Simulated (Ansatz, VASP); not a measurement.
# Cross-check of NbAlB (NbAlB in the AlB2 type) between VASP and Ansatz, part 2 of 2

Wanted: the spread between two codes on one cell, functional and k mesh. The cell is generated by rule, not measured, and may not be a known phase. The cell is taken from a series of runs on this material, whose earlier steps may have relaxed, scaled, displaced or heated it; both programs get it as it stands.

VASP 6.6.1 and Ansatz 0.2.0.

So far: The structure; VASP: relaxation of cell and atoms, LDA, pair 1; Ansatz: relaxation of cell and atoms, LDA, pair 1; Comparison.

### Step 5. VASP: relaxation of cell and atoms, LDA, pair 2

Level of this step: LDA; plane waves and PAW (Nb_sv, B, Al); invented cell (VASP).

The relaxed volume is the usual yardstick between codes: in a stiff, nearly cubic crystal its relative difference is about their pressure difference at one cell divided by the bulk modulus.

The input, INCAR:

```
SYSTEM = NbAlB
PREC = Accurate
ENCUT = 500
EDIFF = 1E-07
NELM = 120
ISMEAR = 1
SIGMA = 0.2
LREAL = .FALSE.
ALGO = Normal
GGA = CA
NBANDS = 15
LASPH = .TRUE.
LORBIT = 11
LWAVE = .FALSE.
LCHARG = .FALSE.
ISIF = 3
IBRION = 2
NSW = 80
EDIFFG = -0.005
GGA_COMPAT = .FALSE.
NELMIN = 4
KPAR = 2
```

The input, POSCAR:

```
NbAlB
1.0
    3.5703430000     -0.0000030000      0.0000000000
   -1.7851690000      3.0920090000      0.0000000000
    0.0000000000      0.0000000000      3.3225860000
Nb B Al
1 1 1
Direct
    0.0000000000      0.0000000000      0.0000000000
    0.3333333728      0.6666665589      0.5000000000
    0.6666666272      0.3333334411      0.5000000000
```

The input, KPOINTS:

```
Automatic mesh
0
Gamma
9 9 8
0 0 0
```

Potentials, in the order of the species: Nb_sv, B and Al (LDA family, release 64).

Run with:

```sh
$ mpirun -np 2 vasp_std
```

Numbers of over 12 decimals in the logs are rounded to 6 here.

Log:

```text
[... set-up lines as in an earlier step ...]
 entering main loop
       N       E                     dE             d eps       ncg     rms          rms(c)
DAV:   1     0.134368030923E+03    0.13437E+03   -0.93240E+03  1800   0.117E+03
DAV:   2    -0.185797232748E+02   -0.15295E+03   -0.14810E+03  2262   0.405E+02
DAV:   3    -0.255185796976E+02   -0.69389E+01   -0.67501E+01  2975   0.703E+01
DAV:   4    -0.258446138426E+02   -0.32603E+00   -0.32514E+00  2415   0.147E+01
[...]
DAV:  12    -0.232428105053E+02    0.22131E-05   -0.17000E-05  2264   0.316E-02    0.277E-03
DAV:  13    -0.232428104913E+02    0.14036E-07   -0.12532E-06  2563   0.113E-02    0.256E-03
DAV:  14    -0.232428104769E+02    0.14355E-07   -0.53704E-08  1602   0.209E-03
   1 F= -.23242810E+02 E0= -.23242932E+02  d E =-.232428E+02
[...]
2 F= -.23242860E+02 E0= -.23243001E+02  d E =-.497623E-04
[...]
3 F= -.23242874E+02 E0= -.23243009E+02  d E =-.637725E-04
[...]
4 F= -.23242891E+02 E0= -.23243037E+02  d E =-.167830E-04
 trial-energy change:   -0.000017  1 .order   -0.000017   -0.000041    0.000007
 step:   0.8055(harm=  0.8055)  dis= 0.00000  next Energy=   -23.242892 (dE=-0.175E-04)
 reached required accuracy - stopping structural energy minimisation
```

Parts of OUTCAR (step 5):

```text
  Total        0.0011561      0.0011561      0.0078347     -0.0000000     -0.0000000      0.0000000
  in kB        0.0504754      0.0504754      0.3420531     -0.0000000     -0.0000000      0.0000000
  external PRESSURE =       0.1476679 kB  Pullay stress =       0.0000000 kB

 POSITION                                       TOTAL-FORCE (eV/Angst)
 -----------------------------------------------------------------------------------
      0.00000      0.00000      0.00000        -0.000000     -0.000000     -0.000000
      0.00000      2.06312      1.65923         0.000000     -0.000000      0.000000
      1.78672      1.03156      1.65923         0.000000      0.000000      0.000000
 -----------------------------------------------------------------------------------
    total drift:                               -0.000045      0.000046     -0.000000

  FREE ENERGIE OF THE ION-ELECTRON SYSTEM (eV)
  ---------------------------------------------------
  free  energy   TOTEN  =       -23.2428910324 eV

  energy  without entropy=      -23.2433298379  energy(sigma->0) =      -23.24303730

[... 1 part as in an earlier step ...]

[... 3 further parts left out ...]
[key lines of the parts left out:]
E-fermi :  11.1484
```

### Step 6. Ansatz: relaxation of cell and atoms, LDA, pair 2

The same cell, functional (in two slightly different forms), mesh and smearing now go to Ansatz, which takes its cutoff from its data sets.

The cell is taken from a series of runs on this material, whose earlier steps may have relaxed, scaled, displaced or heated it; both programs get it as it stands.

The input, input.yaml:

```yaml
crystal:
  lattice:
    - [3.5703428115, -2.8823e-06, 0.0]
    - [-1.7851689096, 3.0920090161, 0.0]
    - [0.0, 0.0, 3.3225857523]
  atoms:
    - { symbol: Nb, position: [0.0, 0.0, 0.0] }
    - { symbol: B, position: [0.3333333333, 0.6666666667, 0.5] }
    - { symbol: Al, position: [0.6666666667, 0.3333333333, 0.5] }
kpoints:
  mp_grid: { grid: [9, 9, 8] }
hamiltonian:
  xc: lda
  pseudopotentials: { kind: paw, azcp: { folder: soft_1 }, xc_functional: pbe }
scf:
  occupations: { method: methfessel_paxton, width: 0.2 }
output:
  forces: true
  stress: true
  eigenvalues: true
relax:
  adjacent_minimum: "off"
  f_tol: 0.001
  max_steps: 60
  cell: { stress_tol: 0.01 }
```

Run with:

```sh
$ ansatz run input.yaml --threads 4 --pin off --max-ram 12288MiB --backend cpu --events-out ev --progress --plain --runs-dir out
```

Log:

```text
[...]
Crystal: 3 atoms, lattice volume = 36.680 Å³
Basis set: ecut = 420 eV, 689 PW (Γ)
Bands: 14, of which v1, the nominal top of the filled ones, is band 10 counted from 1 (9 counted from 0)
Symmetry: 12 space group operations
[...]
k-points: 60 of 648 (time reversal used)
[...]
--- Relaxed structure (5 steps of the walk, 5 accepted, 1 SCFs on fresh bases) ---
[...]
cell:  # Å, volume = 36.6645 Å³
    - [3.571390, -2.883148393988968e-6, 0.0]
    - [-1.785693, 3.092916, 0.0]
    - [0.0, 0.0, 3.319251]
  atoms:
    - { symbol: Nb, position: [0, 0, 0.0] }
    - { symbol: B, position: [0.333333, 0.666667, 0.5] }
    - { symbol: Al, position: [0.666667, 0.333333, 0.5] }
[key lines of the parts left out:]
SCF converged after 5 iterations
Free energy (F): -5105.600256 eV
Fermi energy:    14.888089 eV
P = ⅓ Tr σ = -0.0001 GPa (-0.001 kbar)
```

### Step 7. Differences

Compared:

| quantity | Ansatz | VASP | difference |
| --- | --- | --- | --- |
| volume (Å³) | 36.66 | 36.70 | -0.09 % |
| edge a after relaxation, in the typed setting (Å) | 3.571 | 3.573 | -0.06 % |
| edge c after relaxation, in the typed setting (Å) | 3.319 | 3.318 | +0.02 % |

### Step 8. Ansatz: zone-centre phonons, LDA

Second derivatives magnify differences that forces hide, and they need a tight electronic threshold.

The cell is taken from a series of runs on this material, whose earlier steps may have relaxed, scaled, displaced or heated it; both programs get it as it stands.

The input, input.yaml:

```yaml
crystal:
  lattice:
    - [3.5713901665, -2.8831e-06, 0.0]
    - [-1.7856925864, 3.0929160526, 0.0]
    - [0.0, 0.0, 3.3192512464]
  atoms:
    - { symbol: Nb, position: [0.0, 0.0, 0.0] }
    - { symbol: B, position: [0.3333333333, 0.6666666667, 0.5] }
    - { symbol: Al, position: [0.6666666667, 0.3333333333, 0.5] }
kpoints:
  mp_grid: { grid: [6, 6, 6] }
hamiltonian:
  xc: lda
  pseudopotentials: { kind: paw, azcp: { folder: soft_1 }, xc_functional: pbe }
scf:
  occupations: { method: methfessel_paxton, width: 0.2 }
output:
  eigenvalues: true
phonons:
  method: dfpt
  qmesh: [2, 2, 2]
  temperatures: { t_max: 1000, t_step: 50 }
  qpath:
    path:
      - [[0.0, 0.0, 0.0], [0.5, 0.0, 0.0], [0.33333333, 0.33333333, 0.0], [0.0, 0.0, 0.0], [0.0, 0.0, 0.5], [0.5, 0.0, 0.5], [0.33333333, 0.33333333, 0.5], [0.0, 0.0, 0.5]]
      - [[0.5, 0.0, 0.5], [0.5, 0.0, 0.0]]
      - [[0.33333333, 0.33333333, 0.5], [0.33333333, 0.33333333, 0.0]]
    npoints: 10
```

Log:

```text
[...]
Crystal: 3 atoms, lattice volume = 36.664 Å³
Basis set: ecut = 420 eV, 689 PW (Γ), exchange–correlation on 48×48×48 points (8 copies of the dense FFT grid, shifted against one another)
Bands: 14, of which v1, the nominal top of the filled ones, is band 10 counted from 1 (9 counted from 0)
Symmetry: 12 space group operations
k-points: 28 of 216 (time reversal used)
[...]
largest difference from the sums on the solved wave vectors: F 6.05e-2 eV, S 8.04e-5 and C_V 2.02e-5 eV/K
  zero-point energy: 0.180329 eV/cell   skipped modes (ω ≤ 0): 234, of them read as no rigid motion or as one in doubt: 231 (5.179e-1 modes/cell left out, lowest -131.50 cm⁻¹)   left out of the sums: 5.76e-2 of the cell's modes: C_V's classical limit lies that fraction below 3 k_B per atom; for a crystal, a wire or a layer, F and S can be off by more, and a phonons.interpolated_qmesh denser along its periods is the remedy for the sampling
[key lines of the parts left out:]
SCF converged after 9 iterations
Free energy (F): -5105.585014 eV
Fermi energy:    14.891335 eV
```

### Step 9. VASP: zone-centre phonons, LDA

The same cell, functional (in two slightly different forms), mesh and smearing now go to VASP, with its own data sets.

The input, INCAR:

```
SYSTEM = NbAlB
PREC = Accurate
ENCUT = 500
EDIFF = 1E-08
NELM = 120
ISMEAR = 1
SIGMA = 0.2
LREAL = .FALSE.
ALGO = Normal
GGA = CA
NBANDS = 15
LASPH = .TRUE.
LORBIT = 11
LWAVE = .FALSE.
LCHARG = .FALSE.
ISIF = 2
IBRION = 8
GGA_COMPAT = .FALSE.
KPAR = 2
```

The input, POSCAR:

```
NbAlB
1.0
    3.5713901665     -0.0000028831      0.0000000000
   -1.7856925864      3.0929160526      0.0000000000
    0.0000000000      0.0000000000      3.3192512464
Nb B Al
1 1 1
Direct
    0.0000000000      0.0000000000      0.0000000000
    0.3333333333      0.6666666667      0.5000000000
    0.6666666667      0.3333333333      0.5000000000
```

The input, KPOINTS:

```
Automatic mesh
0
Gamma
6 6 6
0 0 0
```

Run with:

```sh
$ mpirun -np 2 vasp_std
```

Log:

```text
[... set-up lines as in an earlier step ...]
 entering main loop
       N       E                     dE             d eps       ncg     rms          rms(c)
DAV:   1     0.134507352804E+03    0.13451E+03   -0.92672E+03   840   0.116E+03
DAV:   2    -0.185463158046E+02   -0.15305E+03   -0.14815E+03  1050   0.399E+02
DAV:   3    -0.255394896783E+02   -0.69932E+01   -0.68594E+01  1316   0.714E+01
DAV:   4    -0.258575518755E+02   -0.31806E+00   -0.31735E+00  1174   0.148E+01
[...]
DAV:  13    -0.232275456280E+02   -0.10999E-06   -0.10168E-06  1255   0.107E-02    0.275E-03
DAV:  14    -0.232275455886E+02    0.39424E-07   -0.14417E-07  1270   0.289E-03    0.645E-04
DAV:  15    -0.232275455858E+02    0.28078E-08   -0.13338E-08   877   0.960E-04
   1 F= -.23227546E+02 E0= -.23225949E+02  d E =-.478846E-02
 Linear response reoptimize wavefunctions to high precision
DAV:   1    -0.232275455858E+02    0.10914E-10   -0.25422E-09   875   0.599E-04
DAV:   2    -0.232275455858E+02   -0.20918E-10   -0.47778E-10   644   0.333E-04
 Linear response DOF=           6
 Linear response progress:
[...]
RMM:   9    -0.834507086619E-02    0.18841E-06   -0.83937E-08  5964   0.590E-04    0.316E-05
RMM:  10    -0.834505661576E-02    0.14250E-07   -0.23767E-08  6014   0.260E-04    0.109E-05
RMM:  11    -0.834506051260E-02   -0.38968E-08   -0.13072E-08  6043   0.117E-04    0.775E-06
 first order change of Fermi-energy   0.61006E-06
 force on displaced ion       3 direction 1 : -20.695  -0.001   0.000
 Linear response progress:
  Degree of freedom:   6/  6
       N       E                     dE             d eps       ncg     rms          rms(c)
RMM:   1    -0.801692376361E-02   -0.80169E-02   -0.12066E-04  2298   0.966E-01
RMM:   2    -0.707021157571E-02    0.94671E-03   -0.81213E-04  1682   0.244E-01    0.713E-02
RMM:   3    -0.704317068115E-02    0.27041E-04   -0.34111E-04  1900   0.105E-01    0.344E-02
RMM:   4    -0.714935558572E-02   -0.10618E-03   -0.12717E-04  2007   0.574E-02    0.979E-03
[...]
RMM:  10    -0.717355212322E-02   -0.61962E-07   -0.37586E-09  2328   0.249E-04    0.377E-05
RMM:  11    -0.717350552725E-02    0.46596E-07   -0.16407E-09  2298   0.125E-04    0.107E-05
RMM:  12    -0.717350458586E-02    0.94139E-09   -0.22833E-09  2415   0.567E-05    0.719E-06
 first order change of Fermi-energy  -0.30443E-04
 force on displaced ion       3 direction 3 :   0.000   0.000  -9.063
 Linear response finished
```

OUTCAR, selected parts (step 9):

```text
  Total        0.0882412      0.0882412      0.0673394      0.0000000      0.0000000      0.0000000
  in kB        3.8559974      3.8559974      2.9426198      0.0000000      0.0000000      0.0000000
  external PRESSURE =       3.5515382 kB  Pullay stress =       0.0000000 kB

 POSITION                                       TOTAL-FORCE (eV/Angst)
 -----------------------------------------------------------------------------------
      0.00000      0.00000      0.00000         0.000000      0.000000      0.000000
      0.00000      2.06194      1.65963        -0.000000      0.000000      0.000000
      1.78570      1.03097      1.65963        -0.000000     -0.000000      0.000000
 -----------------------------------------------------------------------------------
    total drift:                                0.000000     -0.000000      0.000000

[... 2 further parts left out ...]
```

The k-mesh is coarse for a metal.

### Step 10. Side by side

What differs besides the data sets and the points named for the pairs above, as far as they apply: VASP's run holds the zone centre alone. Total energies have different zeros and are not compared.

Both answers:

| quantity | Ansatz | VASP | difference |
| --- | --- | --- | --- |
| optical mode 1 (cm⁻¹) | 126.0 | 123.5 | +1.95 % |
| optical mode 2 to 3 (cm⁻¹) | 309.1 | 309.2 | -0.01 % |
| optical mode 4 (cm⁻¹) | 345.4 | 346.1 | -0.20 % |
| optical mode 5 to 6 (cm⁻¹) | 702.5 | 704.7 | -0.31 % |

Modes are paired by rising frequency, not by their patterns, so a pair may set unlike modes beside each other; they are those without the splitting of longitudinal modes.

### Step 11. What came out

| Property | Result |
| --- | --- |
| difference in volume (relaxation of cell and atoms, LDA, pair 1) | -0.095 % |
| difference in volume (relaxation of cell and atoms, LDA, pair 2) | -0.090 % |
| r.m.s. difference of the optical zone-centre modes, each program's sorted by frequency (zone-centre phonons, LDA) | 1.6 cm⁻¹ |
| difference in optical mode 1 (zone-centre phonons, LDA) | +2.0 % |

**Reading.** The difference in volume is -0.095 % (relaxation of cell and atoms, LDA, pair 1), within the 1.2 % picked in this series as the mark of a large difference, as far as the stopping tolerances let one tell. Among the rows given in per cent, the largest difference of the zone-centre phonons, LDA pair is in optical mode 1, +2.0 %. 1 further run of this series is not shown here. Such differences can come from data sets, numerical settings and the points named under the comparisons, not from the functional's error against experiment.

[Lines on the potential files, build, host, timing and source positions are cut from VASP's logs without a mark.]

[Logs are printed without paths, hosts, clocks, repeated set-up lines and the standing remarks that a program may print on its own settings, such as how far it seeks lower states.]

[Hosts, paths, dates, database ids (printed as entryN), source tags and the programs' standing remarks are cut or masked in the printed files.]
